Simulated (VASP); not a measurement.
Computed with PBEsol GGA, VASP's PBE PAW potentials (set 64) (plane waves; VASP).

Input for VASP

### INCAR
```
! general
SYSTEM   = N
PREC     = Accurate
ENCUT    = 520
LREAL    = F
LASPH    = T

! electronic loop
EDIFF    = 1E-8
NELM     = 100
ALGO     = Normal

! smearing
ISMEAR   = 0
SIGMA    = 0.01

! functional
GGA      = PS

! ions
IBRION   = 8
NSW      = 1

! output
LWAVE    = F
LCHARG   = F

! other
LEPSILON = T
```

**POSCAR**
```
N
1
    4.0944119249    -0.0000000000     0.0000000000
    0.0000000000     4.0944119249     0.0000000000
    0.0000000000     0.0000000000     5.3667044342
N
4
Direct
  0.9040445435   0.9040445435   0.0000000000
  0.0959554565   0.0959554565   0.0000000000
  0.5959554565   0.4040445435   0.5000000000
  0.4040445435   0.5959554565   0.5000000000
```

File KPOINTS:
```
Automatic mesh
0
Gamma
 6 6 4
```

POTCAR, in this order: N (PBE.64 set). Program: vasp_std.

Output of the run:

### OUTCAR
```
 ion  position               nearest neighbor table
   1  0.904  0.904  0.000-   2 1.11
   2  0.096  0.096  0.000-   1 1.11
   3  0.596  0.404  0.500-   4 1.11
   4  0.404  0.596  0.500-   3 1.11
  LATTYP: Found a simple tetragonal cell.
 ALAT       =     4.0944119249
 C/A-ratio  =     1.3107387661
 Subroutine PRICEL returns:
 Original cell was already a primitive cell.
 Subroutine GETGRP returns: Found 16 space group operations
The static configuration has the point symmetry D_2h.
 The point group associated with its full space group is D_4h.
The dynamic configuration has the point symmetry D_2h.
 Subroutine INISYM returns: Found 16 space group operations
 Subroutine IBZKPT returns following result:
 Found     30 irreducible k-points:

 Following reciprocal coordinates:
            Coordinates               Weight
  0.000000  0.000000  0.000000      1.000000
  0.166667  0.000000  0.000000      4.000000
  0.333333  0.000000  0.000000      4.000000
  0.500000  0.000000  0.000000      2.000000
  0.166667  0.166667  0.000000      4.000000
  0.333333  0.166667  0.000000      8.000000
  0.500000  0.166667  0.000000      4.000000
  0.333333  0.333333  0.000000      4.000000
  0.500000  0.333333  0.000000      4.000000
  0.500000  0.500000  0.000000      1.000000
  0.000000  0.000000  0.250000      2.000000
  0.166667  0.000000  0.250000      8.000000
  0.333333  0.000000  0.250000      8.000000
  0.500000  0.000000  0.250000      4.000000
  0.166667  0.166667  0.250000      8.000000
  0.333333  0.166667  0.250000     16.000000
  0.500000  0.166667  0.250000      8.000000
  0.333333  0.333333  0.250000      8.000000
  0.500000  0.333333  0.250000      8.000000
  0.500000  0.500000  0.250000      2.000000
  0.000000  0.000000  0.500000      1.000000
  0.166667  0.000000  0.500000      4.000000
  0.333333  0.000000  0.500000      4.000000
  0.500000  0.000000  0.500000      2.000000
  0.166667  0.166667  0.500000      4.000000
  0.333333  0.166667  0.500000      8.000000
  0.500000  0.166667  0.500000      4.000000
  0.333333  0.333333  0.500000      4.000000
  0.500000  0.333333  0.500000      4.000000
  0.500000  0.500000  0.500000      1.000000
 Subroutine IBZKPT_HF returns following result:
   k-points           NKPTS =     30   k-points in BZ     NKDIM =     30   number of bands    NBANDS=     14
   number of dos      NEDOS =    301   number of ions     NIONS =      4
   total plane-waves  NPLWV =  36000
   dimension x,y,z NGX =    30 NGY =   30 NGZ =   40
   dimension x,y,z NGXF=    60 NGYF=   60 NGZF=   80
   ions per type =               4
   PREC   = accura    normal or accurate (medium, high low for compatibility)
   ISTART =      0    job   : 0-new  1-cont  2-samecut
   ICHARG =      2    charge: 1-file 2-atom 10-const
   ISPIN  =      1    spin polarized calculation?
   LNONCOLLINEAR =      F non collinear calculations
   LSORBIT =      F    spin-orbit coupling
   INIWAV =      1    electr: 0-lowe 1-rand  2-diag
   ENCUT  =  520.0 eV  38.22 Ry    6.18 a.u.   7.61  7.61  9.98*2*pi/ulx,y,z
   NELM   =    100;   NELMIN=  2; NELMDL= -5     # of ELM steps
   EDIFF  = 0.1E-07   stopping-criterion for ELM
   LREAL  =      F    real-space projection
   NLSPLINE    = F    spline interpolate recip. space projectors
   LMAXMIX     =    2 max onsite mixed and CHGCAR
   VOSKOWN=      0    Vosko Wilk Nusair interpolation
   EDIFFG = 0.1E-06   stopping-criterion for IOM
   NSW    =      1    number of steps for IOM
   NBLOCK =      1;   KBLOCK =      1    inner block; outer block
   IBRION =      8    ionic relax: 0-MD 1-quasi-New 2-CG
...
```

OUTCAR:
```


 HEAD OF MICROSCOPIC STATIC DIELECTRIC TENSOR (INDEPENDENT PARTICLE, excluding Hartree and local field effects)
 ------------------------------------------------------
           2.077658     0.000000     0.000000
           0.000000     2.077658     0.000000
           0.000000     0.000000     1.655638
 ------------------------------------------------------

 MACROSCOPIC STATIC DIELECTRIC TENSOR (including local field effects in DFT)
 ------------------------------------------------------
           1.664815    -0.000000     0.000000
           0.000000     1.664815     0.000000
           0.000000     0.000000     1.523584
 ------------------------------------------------------

 PIEZOELECTRIC TENSOR (including local field effects)  for field in x, y, z        (e  Angst)
          XX          YY          ZZ          XY          YZ          ZX
  --------------------------------------------------------------------------------
  x     0.00000     0.00000     0.00000     0.00000     0.00000     0.00000
  y     0.00000     0.00000     0.00000     0.00000     0.00000     0.00000
  z     0.00000     0.00000     0.00000     0.00000     0.00000     0.00000

 PIEZOELECTRIC TENSOR (including local field effects)  for field in x, y, z        (C/m^2)
          XX          YY          ZZ          XY          YZ          ZX
  --------------------------------------------------------------------------------
  x     0.00000     0.00000     0.00000     0.00000     0.00000     0.00000
  y     0.00000     0.00000     0.00000     0.00000     0.00000     0.00000
  z     0.00000     0.00000     0.00000     0.00000     0.00000     0.00000

 BORN EFFECTIVE CHARGES (including local field effects) (in |e|, cummulative output)
 ---------------------------------------------------------------------------------
 ion    1
    1     0.00000    -0.00183     0.00000
    2    -0.00183     0.00000     0.00000
    3     0.00000     0.00000     0.00000
 ion    2
    1     0.00000    -0.00183     0.00000
    2    -0.00183     0.00000     0.00000
    3     0.00000     0.00000     0.00000
 ion    3
    1     0.00000     0.00183     0.00000
    2     0.00183     0.00000     0.00000
    3     0.00000     0.00000    -0.00000
 ion    4
    1     0.00000     0.00183     0.00000
    2     0.00183     0.00000     0.00000
    3     0.00000     0.00000    -0.00000
```
(Selected blocks of OUTCAR.)

Without a dispersion term in the relaxation, distances and binding between the weakly bound layers, chains or molecules are unreliable, and so is what depends on them.

The structure comes from a computed database's N entry (P4_2/mnm); how it stands against other phases isn't given here. It was relaxed first.
